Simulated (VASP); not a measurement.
VASP runs on YTi (space group Pmma) share one base input (PBE GGA, plane waves, VASP's PBE PAW potentials (set 64)) and change the settings named in each case.

**KPOINTS**
```
Automatic mesh
0
Gamma
3 5 3
0 0 0
```

POSCAR:
```
YTi
1
    5.3900630000     0.0000000000     0.0000000000
    0.0000000000     3.5680580000     0.0000000000
    0.0000000000     0.0000000000     5.5030800000
Ti Y
2 2
Direct
  0.7500000000   0.5000000000   0.3125000000
  0.2500000000   0.5000000000   0.6875000000
  0.7500000000   0.0000000000   0.8125000000
  0.2500000000   0.0000000000   0.1875000000
```

**INCAR**
```
! general
SYSTEM  = YTi
PREC    = Accurate
ENCUT   = 300   ! plane-wave cut-off (eV)
LREAL   = F   ! projection in real space or not
LASPH   = T

! electronic loop
EDIFF   = 1E-6
NELM    = 100   ! most electronic steps
ALGO    = Normal   ! blocked Davidson
LMAXMIX = 4

! smearing
ISMEAR  = -1   ! Fermi-Dirac
SIGMA   = 0.1   ! width (eV)

! functional
GGA     = PE

! ions
ISIF    = 2   ! forces and stress, cell fixed

! output
LWAVE   = F
LCHARG  = F
```

POTCAR, in this order: Ti_sv Y_sv (PBE.64 set). Program: vasp_std.

| change | E(σ→0) (eV/atom) | pressure (GPa) | largest force (eV/Å) | −TS (eV) |
|---|---|---|---|---|
| base run | -6.7959 | -4.72 | 0.536 | -0.2604 |
| GGA removed, POTCAR Ti_sv Y_sv (LDA.64 set) | -7.3005 | ? | ? | ? |
| GGA_COMPAT = .FALSE., LNONCOLLINEAR = .TRUE., LSORBIT = .TRUE., MAGMOM = 0.0 0.0 0.0 0.0 0.0 0.0 0.0 0.0 0.0 0.0 0.0 0.0, program vasp_ncl | -6.8233 | -4.74 | 0.535 | -0.2605 |
| KPOINTS 3×4×3 Γ-centred mesh | -6.7947 | ? | ? | ? |

Problem. What belongs in the gaps?

Solution. 
- GGA removed, POTCAR Ti_sv Y_sv (LDA.64 set), pressure (GPa): -9.26
- GGA removed, POTCAR Ti_sv Y_sv (LDA.64 set), largest force (eV/Å): 0.512
- GGA removed, POTCAR Ti_sv Y_sv (LDA.64 set), −TS (eV): -0.2693
- KPOINTS 3×4×3 Γ-centred mesh, pressure (GPa): -4.68
- KPOINTS 3×4×3 Γ-centred mesh, largest force (eV/Å): 0.546
- KPOINTS 3×4×3 Γ-centred mesh, −TS (eV): -0.2650

Energies of different potentials or functionals have different zeros.  At 300 eV the pressure can carry a Pulay error.

Left out are runs that ran out of time, are held back, or changed the cell or the kind of run, fixed moments of cells without a moment, rows past the twelfth, gaps on odd meshes, pressures of charged cells and columns that move by less than the noise.

The structure was generated: YTi was put into an ordered model structure, which need not be its known phase. The cell was not relaxed at this level, forces remain on its atoms, its lattice was scaled by up to 2.5 %.
